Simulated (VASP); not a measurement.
Given:

```
CELL_PARAMETERS angstrom
      1.96213    -3.43002     0.00000
      1.96213     3.43002     0.00000
      0.00000     0.00000     5.08870
ATOMIC_POSITIONS crystal
  Ni 0.00000 0.00000 0.50000
  Ni 0.00000 0.00000 0.00000
  Sb 0.33333 0.66667 0.25000
  Sb 0.68975 0.35642 0.75000
```

Computed with PBE GGA + U (Dudarev), VASP's PBE PAW potentials (set 64) (plane waves; VASP). Numerical set-up: 400 eV cut-off, 8×8×6 Γ-centred mesh, first-order Methfessel-Paxton smearing of 0.10 eV, potentials Ni Sb, U − J: Ni 3.00 eV.

**Question.** Which forces act on the atoms, in eV/Å?

**Answer.** 
```csv
atom,Fx,Fy,Fz
Ni1,0.284,0.033,-0.035
Ni2,0.284,0.033,0.035
Sb3,0.059,0.055,0.000
Sb4,-0.626,-0.121,0.000
```

**Question.** Give the stress tensor in GPa (positive for a compressed cell).

**Answer.** 
```
 1.08   1.28   0.00
 1.28  -0.29   0.00
 0.00   0.00   2.12
```
The pressure is its mean diagonal, 0.97 GPa.

The compound is NiSb in the NiAs type structure. The cell was not relaxed at this level, atoms are displaced from their ideal sites. The run is one of a series of settings (LDAU = .TRUE., LDAUJ = 0 0, LDAUL = 2 -1, LDAUTYPE = 2, LDAUU = 3.0 0 against the base run), some of them coarse on purpose. The run is not spin-polarised, so no magnetic state was tried.
